**Q:** I have one crystal cell of wurtzite ZnS and a choice of density functionals. Can I guess, with pencil and paper, what stress each of them will report?

**A:** Fairly well, if you first ask what size of cell the functional would like. Each functional has its own preferred edge lengths, and a cell held smaller than that is under compression. It pushes outward, which counts here as positive pressure. If the preferred edges are longer than the given ones by a small fraction $e$, the volume is too small by about $3e$, and the bulk modulus $B$ turns this into a pressure:

$$p \approx 3Be.$$

**Q:** Where do I get $B$ and $e$ without a calculation?

**A:** For ZnS, $B$ is roughly 75 GPa, a recalled value. GGAs, which use the electron density and its gradient, usually make such solids about 1 % too long in each edge. Meta-GGAs, which also use the kinetic-energy density of the electrons, usually come closer to the measured size. This cell is near that size, within a few tenths of a percent by recalled values (an offset the rule ignores), so take $e=0.01$ for a GGA and zero for a meta-GGA.

**Q:** And what do the calculations give?

**A:** Here PBE and PW91 are the GGAs, and the other four are meta-GGAs. The stresses xx and yy act in the hexagonal plane, zz acts along the c axis, and the pressure is the mean of the three.

VASP 6.6.1 plane-wave Kohn-Sham DFT calculations of wurtzite ZnS in one 4-atom cell at fixed geometry, without spin polarisation or dispersion correction. All rows use the recommended VASP PAW PBE potentials, a 520 eV cutoff, an 8 × 8 × 5 k-point mesh and Fermi-Dirac smearing of 0.05 eV. Pressure and stress are positive in compression.

```csv
functional,pressure (GPa),stress xx (GPa),stress yy (GPa),stress zz (GPa)
PBE,2.500,3.180,3.180,1.120
r2SCAN,0.180,0.810,0.810,-1.100
MS2,-0.100,0.430,0.430,-1.180
PW91,2.400,3.080,3.080,1.030
SCAN,-0.470,0.050,0.050,-1.530
revTPSS,0.140,0.860,0.860,-1.310
```

The two classes are clearly separated. The GGAs average 2.45 GPa, against the 2.25 GPa of the estimate, and the meta-GGAs scatter around zero. A clearly positive pressure means that the energy falls when the cell grows, so both GGAs do prefer a larger cell than this one. How much larger is the part taken from their usual behaviour; relaxing the cell with each functional would test it. All six also share atomic datasets made for PBE, whose effect on the stress is untested.

**Q:** So with r2SCAN, at 0.18 GPa, my cell is practically free of stress?

**A:** No. Its in-plane stress is 0.81 GPa and its stress along c is -1.10 GPa: as long as the atoms keep their relative positions, the cell wants to widen and to shorten, and the mean hides both. In every row the in-plane stress is the higher one, by 1.6 to 2.2 GPa. Changing the functional mostly shifts all three stresses together and leaves this difference much the same.

**Q:** Why would such different functionals agree on that?

**A:** Probably because they were all given the same atomic positions, and these are not at rest. In every row forces of about 0.3 eV/Å remain along c, opposite on Zn and S. Four equal bonds in this cell would measure 2.335 Å, but the shortest is 2.314 Å, so the bonds must differ. If the bond along c is the long one, at about 2.40 Å, it pulls the cell together along c while the three shorter bonds push outward, mainly in the plane.

That picture gives the right sign, and the size of the force points the same way. A long axial bond is 0.066 Å from the equal length, so the force implies a stiffness of about 5 eV/Å², the size expected from the optical vibration of ZnS. A short axial bond would be only 0.021 Å off and would need about 15 eV/Å², far stiffer than expected, and it should reverse the sign of the difference. The smaller changes from row to row don't follow the force, though: PBE and SCAN have nearly equal forces, yet differences of 2.06 and 1.58 GPa, probably because each functional also prefers its own ratio of c to the in-plane edge. Relaxing the atoms in the fixed cell would show how much of the difference goes away.

**Q:** How do I put this difference into the estimate?

**A:** Call it $D$ and use one value for all functionals. The two in-plane stresses are equal by symmetry, and the three must average to $p$, so

$$\sigma_{xx}=p+\frac{D}{3},\qquad \sigma_{zz}=p-\frac{2D}{3}.$$

The average over all six rows is $D=1.9$ GPa. It is the only number fitted to the table, and both examples below helped to set it.

For PBE, $p=3\times75\times0.01=2.25$ GPa. Adding 0.6 gives 2.9 GPa in the plane, where the calculation has 3.18. Subtracting 1.3 gives 1.0 GPa along c, where it has 1.12.

For SCAN, $p=0$, so the estimates are 0.6 and -1.3 GPa. The calculation gives 0.05 and -1.53 GPa.

**Q:** The in-plane value for SCAN is poor.

**A:** It is the worst in the table. The typical miss is about 0.25 GPa, a tenth of the gap between the classes; the output below lists each row. SCAN shows where the rule runs out: an edge preference only 0.1 % different already moves the pressure by about 0.2 GPa. The rule can therefore separate the two GGAs from the four meta-GGAs here, but it can't put the members of one class in order. Nor does it hold for every GGA: those made for solids, such as PBEsol, usually give shorter edges than PBE, so they need a smaller $e$.

**Q:** Can I carry it over to another crystal?

**A:** The pressure part, yes, with that crystal's own $B$ and its own $e$, for length changes of a percent or so that are about equal along every edge. Layered crystals often break that condition, because a functional can misjudge the layer spacing far more than the lengths within a layer. The usual error of a functional differs from solid to solid, and $e$ also changes if the given cell isn't near the measured size. A stiffer solid answers the same misfit with more pressure. $D$ belongs to this cell and these atomic positions. In the cubic form of ZnS, zinc blende, symmetry makes the three stresses equal, so $D$ is zero and the pressure tells the whole story. In wurtzite, look at all three stresses and at the forces before you call a cell relaxed.

The analysis program printed:

```
fit of aniso on 6 rows: constant 1.897 +/- 0.1; rms 0.226, worst SCAN 0.317, leave-one-out rms 0.272
Rule pressure for a GGA, 3 B e (GPa): 2.25
Pressure shift per 0.1 % of edge length (GPa): 0.225
Added to the pressure for the in-plane stress, D/3 (GPa): 0.6322
Subtracted from the pressure for the stress along c, 2D/3 (GPa): 1.264
Mean computed pressure of the two GGAs (GPa): 2.45
Mean computed pressure of the four meta-GGAs (GPa): -0.0625
Differences and implied lengths:
      row  in-plane minus axial stress (GPa)  implied excess of preferred edge (%)
      PBE                               2.06                                 1.111
   r2SCAN                               1.91                                  0.08
      MS2                               1.61                              -0.04444
     PW91                               2.05                                 1.067
     SCAN                               1.58                               -0.2089
  revTPSS                               2.17                               0.06222
Rule against computed stress in GPa, miss is rule less computed:
      row  rule in-plane  miss in-plane  rule along c  miss along c  miss of pressure
      PBE          2.882        -0.2978        0.9856       -0.1344             -0.25
   r2SCAN         0.6322        -0.1778        -1.264       -0.1644             -0.18
      MS2         0.6322         0.2022        -1.264      -0.08444               0.1
     PW91          2.882        -0.1978        0.9856      -0.04444             -0.15
     SCAN         0.6322         0.5822        -1.264        0.2656              0.47
  revTPSS         0.6322        -0.2278        -1.264       0.04556             -0.14
Largest miss of the in-plane stress (GPa): 0.5822
Largest miss of the stress along c (GPa): 0.2656
Root mean square miss over both components (GPa): 0.2446
Correlation of the stress difference with the remaining force: 0.3458
Bond length if all four bonds were equal (A): 2.335
Axial bond if the three others are the shortest contacts (A): 2.401
Three other bonds if the axial one is the shortest contact (A): 2.342
```
